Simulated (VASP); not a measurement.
OSZICAR of a VASP run on ZnNi (space group P4/mmm):

File OSZICAR:
```
       N       E                     dE             d eps       ncg     rms          rms(c)
DAV:   1     0.791847724227E+02    0.79185E+02   -0.93048E+03 11392   0.174E+03
DAV:   2    -0.665825244075E+01   -0.85843E+02   -0.83244E+02 10912   0.263E+02
DAV:   3    -0.892688106892E+01   -0.22686E+01   -0.22529E+01 13264   0.545E+01
DAV:   4    -0.894491224557E+01   -0.18031E-01   -0.18029E-01 13576   0.402E+00
DAV:   5    -0.894522392372E+01   -0.31168E-03   -0.31168E-03 13272   0.452E-01    0.125E+01
DAV:   6    -0.103112213478E+02   -0.13660E+01   -0.17910E+01 11304   0.761E+01    0.140E+01
DAV:   7    -0.821360007118E+01    0.20976E+01   -0.82487E+00 11984   0.925E+01    0.352E+00
DAV:   8    -0.823921531828E+01   -0.25615E-01   -0.32233E-01 12200   0.736E+00    0.147E+00
DAV:   9    -0.823108168221E+01    0.81336E-02   -0.12166E-02 13672   0.157E+00    0.677E-01
DAV:  10    -0.823060416117E+01    0.47752E-03   -0.16106E-03 12664   0.581E-01    0.257E-01
DAV:  11    -0.823044403836E+01    0.16012E-03   -0.26801E-04 14240   0.210E-01    0.445E-02
DAV:  12    -0.823044851980E+01   -0.44814E-05   -0.13303E-05 15120   0.623E-02    0.287E-02
DAV:  13    -0.823044816494E+01    0.35486E-06   -0.36014E-06 12280   0.315E-02
   1 F= -.82304482E+01 E0= -.82305912E+01  d E =-.823045E+01  mag=     0.0004
       N       E                     dE             d eps       ncg     rms          rms(c)
DAV:   1    -0.124231006930E+02   -0.41927E+01   -0.39243E+01 10768   0.116E+02    0.172E+01
DAV:   2    -0.112142609692E+02    0.12088E+01   -0.34211E+01 10872   0.116E+02    0.144E+01
DAV:   3    -0.853297942994E+01    0.26813E+01   -0.14601E+01 11720   0.133E+02    0.527E+00
DAV:   4    -0.830687306048E+01    0.22611E+00   -0.92196E-01 14408   0.204E+01    0.211E+00
DAV:   5    -0.826246627933E+01    0.44407E-01   -0.30266E-02 14528   0.276E+00    0.103E+00
DAV:   6    -0.825330189927E+01    0.91644E-02   -0.59601E-03 16448   0.129E+00    0.211E-01
DAV:   7    -0.825330213258E+01   -0.23331E-06   -0.49431E-04 12688   0.287E-01    0.514E-02
DAV:   8    -0.825329827862E+01    0.38540E-05   -0.30936E-05 13352   0.896E-02    0.111E-02
DAV:   9    -0.825329785290E+01    0.42572E-06   -0.73618E-07  7448   0.131E-02
   2 F= -.82532979E+01 E0= -.82533309E+01  d E =-.228497E-01  mag=     0.0000
       N       E                     dE             d eps       ncg     rms          rms(c)
DAV:   1    -0.892191349471E+01   -0.66862E+00   -0.61746E+00 10752   0.520E+01    0.669E+00
DAV:   2    -0.892351246373E+01   -0.15990E-02   -0.72639E+00 10936   0.437E+01    0.665E+00
DAV:   3    -0.832493612636E+01    0.59858E+00   -0.28856E+00 11360   0.319E+01    0.220E+00
DAV:   4    -0.828529908275E+01    0.39637E-01   -0.96182E-02 13880   0.628E+00    0.844E-01
DAV:   5    -0.827495417340E+01    0.10345E-01   -0.68196E-03 16840   0.108E+00    0.842E-02
DAV:   6    -0.827492525525E+01    0.28918E-04   -0.39064E-04 12840   0.291E-01    0.353E-02
DAV:   7    -0.827493471844E+01   -0.94632E-05   -0.28228E-05 17160   0.934E-02    0.458E-03
DAV:   8    -0.827493486780E+01   -0.14936E-06   -0.25797E-06  9856   0.207E-02
   3 F= -.82749349E+01 E0= -.82750027E+01  d E =-.444867E-01  mag=    -0.0000
       N       E                     dE             d eps       ncg     rms          rms(c)
DAV:   1    -0.827552528493E+01   -0.59057E-03   -0.57209E-03 10768   0.152E+00    0.206E-01
DAV:   2    -0.827553396590E+01   -0.86810E-05   -0.62172E-03 10960   0.139E+00    0.208E-01
DAV:   3    -0.827496099381E+01    0.57297E-03   -0.27391E-03 11376   0.108E+00    0.656E-02
DAV:   4    -0.827492332479E+01    0.37669E-04   -0.10025E-04 14624   0.209E-01    0.228E-02
DAV:   5    -0.827491383902E+01    0.94858E-05   -0.57196E-06 14792   0.326E-02    0.292E-03
DAV:   6    -0.827491394163E+01   -0.10261E-06   -0.79722E-07  6536   0.149E-02
   4 F= -.82749139E+01 E0= -.82749830E+01  d E =-.444658E-01  mag=     0.0000
       N       E                     dE             d eps       ncg     rms          rms(c)
DAV:   1    -0.827804485870E+01   -0.31310E-02   -0.65987E-02 11808   0.243E+00    0.356E-01
DAV:   2    -0.827648281571E+01    0.15620E-02   -0.85241E-04 13920   0.531E-01    0.205E-01
DAV:   3    -0.827571321027E+01    0.76961E-03   -0.65975E-04 15520   0.452E-01    0.242E-02
DAV:   4    -0.827571322695E+01   -0.16680E-07   -0.65062E-05 12432   0.122E-01    0.170E-02
DAV:   5    -0.827571040713E+01    0.28198E-05   -0.82129E-06 12056   0.619E-02    0.554E-03
DAV:   6    -0.827571040927E+01   -0.21400E-08   -0.46720E-07  5720   0.140E-02
   5 F= -.82757104E+01 E0= -.82756906E+01  d E =-.796468E-03  mag=    -0.0000
       N       E                     dE             d eps       ncg     rms          rms(c)
DAV:   1    -0.829847215210E+01   -0.22762E-01   -0.58952E-01 11888   0.727E+00    0.106E+00
DAV:   2    -0.828453691401E+01    0.13935E-01   -0.77688E-03 13760   0.157E+00    0.612E-01
DAV:   3    -0.827786539208E+01    0.66715E-02   -0.67881E-03 15456   0.145E+00    0.143E-01
DAV:   4    -0.827768253689E+01    0.18286E-03   -0.11566E-03 13168   0.623E-01    0.497E-02
DAV:   5    -0.827766057388E+01    0.21963E-04   -0.81287E-05 14808   0.159E-01    0.171E-02
DAV:   6    -0.827766029801E+01    0.27587E-06   -0.46608E-06 11416   0.405E-02
   6 F= -.82776603E+01 E0= -.82776409E+01  d E =-.274636E-02  mag=     0.0000
       N       E                     dE             d eps       ncg     rms          rms(c)
DAV:   1    -0.836148778441E+01   -0.83827E-01   -0.23233E+00 11840   0.145E+01    0.212E+00
DAV:   2    -0.830594276962E+01    0.55545E-01   -0.34267E-02 13560   0.318E+00    0.123E+00
DAV:   3    -0.828371034107E+01    0.22232E-01   -0.50177E-02 15552   0.421E+00    0.690E-01
DAV:   4    -0.827806512588E+01    0.56452E-02   -0.20216E-02 12472   0.284E+00    0.959E-02
DAV:   5    -0.827803799754E+01    0.27128E-04   -0.73731E-04 12008   0.339E-01    0.418E-02
DAV:   6    -0.827803565241E+01    0.23451E-05   -0.37024E-05 15880   0.989E-02    0.120E-02
DAV:   7    -0.827803583553E+01   -0.18312E-06   -0.12380E-06  7424   0.192E-02
   7 F= -.82780358E+01 E0= -.82779987E+01  d E =-.312189E-02  mag=     0.0000
       N       E                     dE             d eps       ncg     rms          rms(c)
DAV:   1    -0.829787167783E+01   -0.19836E-01   -0.54315E-01 11808   0.703E+00    0.103E+00
DAV:   2    -0.828519989028E+01    0.12672E-01   -0.85133E-03 13264   0.177E+00    0.601E-01
DAV:   3    -0.828103627975E+01    0.41636E-02   -0.16447E-02 14224   0.240E+00    0.443E-01
DAV:   4    -0.827862256131E+01    0.24137E-02   -0.79550E-03 12624   0.185E+00    0.474E-02
DAV:   5    -0.827862771594E+01   -0.51546E-05   -0.26767E-04 11792   0.218E-01    0.275E-02
DAV:   6    -0.827862462952E+01    0.30864E-05   -0.20175E-05 15344   0.733E-02    0.719E-03
DAV:   7    -0.827862450476E+01    0.12476E-06   -0.88533E-07  6048   0.208E-02
   8 F= -.82786245E+01 E0= -.82786240E+01  d E =-.371056E-02  mag=     0.0000
```

Problem. Which electronic solver shows in the log?

Solution. It is blocked Davidson (ALGO = Normal, or the opening steps of other solvers). The INCAR had ALGO = Normal.

Problem. How was spin treated?

Solution. Collinear spin (ISPIN = 2): the summary line carries one mag value, 0.00 μB in the cell.

Problem. Can the final energy be trusted as converged?

Solution. The calculation finished and met its thresholds. It stopped with EDIFF = 1E-6, NELM = 100, NSW = 60 and EDIFFG = -0.01 after 8 ionic steps (PBEsol GGA, plane waves, VASP's PBE PAW potentials (set 64)). Energy and stress use the plane-wave basis of the starting cell.

The structure comes from a measured ZnNi entry (P4/mmm) of the Crystallography Open Database, whose conditions weren't checked. This run relaxes it. Symmetry was kept, so distortions that lower it aren't found.
